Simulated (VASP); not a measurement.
Wanted: the native input for a VASP 6.6.1 run.

| Quantity | Value |
| --- | --- |
| Task | single point |
| Functional | PBE |
| Potentials or basis | VASP PAW PBE potentials, release 64 (Te, P) |
| Cutoff | 520 eV |
| k mesh | 8 × 6 × 4 |
| Occupations | fermi-dirac, width 0.05 eV |
| Spin | no spin polarisation |
| Further INCAR settings | ALGO = Normal; EDIFF = 1e-07; NBANDS = 19 |

The structure of TeP lies in POSCAR:

```
TeP
1.0
    3.3085989700      0.0000000000      0.0000000000
    0.0000000000      4.2912162100      0.0000000000
    0.0000000000      0.0000000000      7.2946479100
Te P
2 2
Direct
    0.0000000000      0.0000000000      0.7213000200
    0.5000000000      0.5000000000      0.2786999800
    0.0000000000      0.5000000000      0.9527000000
    0.5000000000      0.0000000000      0.0473000000
```

The cell was built by a generator and needn't be a form met in nature.

One way to write it, as run:

INCAR

```
PREC = Accurate
ENCUT = 520
EDIFF = 1E-7
ISMEAR = -1
SIGMA = 0.05
LREAL = False
LASPH = True
NELM = 80
ALGO = Normal
ISIF = 2
LWAVE = False
LCHARG = False
GGA = PE
NBANDS = 19
```

KPOINTS

```
regular mesh
0
Gamma
  8 6 4
```

Potentials or basis: VASP PAW PBE potentials, release 64 (Te, P).

Launch:

```sh
$ cat potpaw_PBE.64/Te/POTCAR potpaw_PBE.64/P/POTCAR > POTCAR
$ mpirun -np 1 vasp_std > vasp.out
```

Results of the run:

- Pressure: 1.6 GPa
- Largest force: 1.519 eV/Å
- Band gap on the k mesh: none (metal or under the smearing width)

Caveat: this functional lacks dispersion, which binds the layers, so the pressure and a relaxed spacing across them are unreliable; forces of over 1 eV/Å show positions far from the minimum, so gaps and moduli don't describe the material at rest.

Run time: 62 s on 1 thread of Intel(R) Xeon(R) 6975P-C (Granite Rapids), with other jobs on the host, peak memory 0.27 GiB.
